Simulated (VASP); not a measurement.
An input for Quantum ESPRESSO's pw.x (written as the equivalent of a VASP run, and not itself run):

```
&CONTROL
  calculation = 'scf'
  pseudo_dir = './pseudo'
  outdir = './out'
  tprnfor = .true.
  tstress = .true.
/
&SYSTEM
  ibrav = 0
  nat = 1
  ntyp = 1
  ecutwfc = 80
  occupations = 'smearing'
  smearing = 'gaussian'
  degauss = 0.0147
  input_dft = 'pbe'
/
&ELECTRONS
  conv_thr = 7.3e-08
  electron_maxstep = 100
/
ATOMIC_SPECIES
  Mo 95.950 Mo.upf
CELL_PARAMETERS angstrom
    -1.5394050    1.5394050    1.5394050
     1.5394050   -1.5394050    1.5394050
     1.5394050    1.5394050   -1.5394050
ATOMIC_POSITIONS crystal
  Mo   0.0000000  0.0000000  0.0000000
K_POINTS automatic
  12 12 12 0 0 0
```

Task: Write the VASP files for the same calculation (PBE).

Result: This is not unique; one that fits is 
### KPOINTS
```
Automatic mesh
0
Gamma
12 12 12
0 0 0
```

INCAR:
```
ALGO = Normal
EDIFF = 1E-6
ENCUT = 300
GGA = PE
ISIF = 2
ISMEAR = 0
LASPH = .TRUE.
LCHARG = .FALSE.
LMAXMIX = 4
LREAL = .FALSE.
LWAVE = .FALSE.
NELM = 100
PREC = Accurate
SIGMA = 0.2
SYSTEM = Mo
```

### POSCAR
```
Mo
1.5394050
 -1.0000000000   1.0000000000   1.0000000000
  1.0000000000  -1.0000000000   1.0000000000
  1.0000000000   1.0000000000  -1.0000000000
Mo
1
Cartesian
  0.0000000000   0.0000000000   0.0000000000
```

POTCAR, in this order: Mo_sv (PBE.64 set). Program: vasp_std.

The two are equivalent in intent, not identical: the potentials are each code's own (VASP's PAW set, PseudoDojo norm-conserving files in pw.x), so ENCUT and ecutwfc are chosen apart and not converted; conv_thr bounds pw.x's estimated SCF error, while EDIFF bounds the energy change between steps.

The structure is a typed Mo crystal. The cell was not relaxed at this level.
